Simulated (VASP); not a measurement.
VASP ran on this input.

### POSCAR
```
Cu3Au
1
    3.7774966858    -0.0000000000     0.0000000000
    0.0000000000     3.7774966858    -0.0000000000
   -0.0000000000     0.0000000000     3.7774966858
Cu Au
3 1
Direct
  0.0000000000   0.5000000000   0.5000000000
  0.5000000000   0.0000000000   0.5000000000
  0.5000000000   0.5000000000   0.0000000000
  0.0000000000   0.0000000000   0.0000000000
```

**KPOINTS**
```
Automatic mesh
0
gamma
 8 8 8
0 0 0
```

INCAR:
```
ALGO=Normal
EDIFF=1E-7
EDIFFG=-0.01
ENCUT=480
GGA=PE
IBRION=2
ISIF=3
ISMEAR=1
LASPH=.TRUE.
LCHARG=.FALSE.
LMAXMIX=6
LREAL=.FALSE.
LWAVE=.FALSE.
NELM=100
NSW=40
PREC=Accurate
PSTRESS=200
SIGMA=0.1
SYSTEM=Cu3Au
```

POTCAR, in this order: Cu Au (PBE.64 set). Program: vasp_std.

Q: Translate this PBE calculation to Quantum ESPRESSO's pw.x.

A: One equivalent input (not run):
```
&CONTROL
  calculation = 'vc-relax'
  pseudo_dir = './pseudo'
  outdir = './out'
  tprnfor = .true.
  tstress = .true.
  nstep = 40
  forc_conv_thr = 0.00039
/
&SYSTEM
  ibrav = 0
  nat = 4
  ntyp = 2
  ecutwfc = 92
  occupations = 'smearing'
  smearing = 'methfessel-paxton'
  degauss = 0.00735
  input_dft = 'pbe'
/
&ELECTRONS
  conv_thr = 7.3e-09
  electron_maxstep = 100
/
&IONS
/
&CELL
  press = 200
/
ATOMIC_SPECIES
  Cu 63.546 Cu.upf
  Au 196.967 Au.upf
CELL_PARAMETERS angstrom
     3.7774967   -0.0000000    0.0000000
     0.0000000    3.7774967   -0.0000000
    -0.0000000    0.0000000    3.7774967
ATOMIC_POSITIONS crystal
  Cu   0.0000000  0.5000000  0.5000000
  Cu   0.5000000  0.0000000  0.5000000
  Cu   0.5000000  0.5000000  0.0000000
  Au   0.0000000  0.0000000  0.0000000
K_POINTS automatic
  8 8 8 0 0 0
```
Limits of the translation: the potentials are each code's own (VASP's PAW set, PseudoDojo norm-conserving files in pw.x), so ENCUT and ecutwfc are chosen apart and not converted; conv_thr bounds pw.x's estimated SCF error, while EDIFF bounds the energy change between steps; forc_conv_thr acts on force components and is met together with etot_conv_thr.

The compound is Cu3Au in the L1_2 structure. This run relaxes it under an external pressure of 20 GPa. Symmetry was kept, so distortions that lower it aren't found.
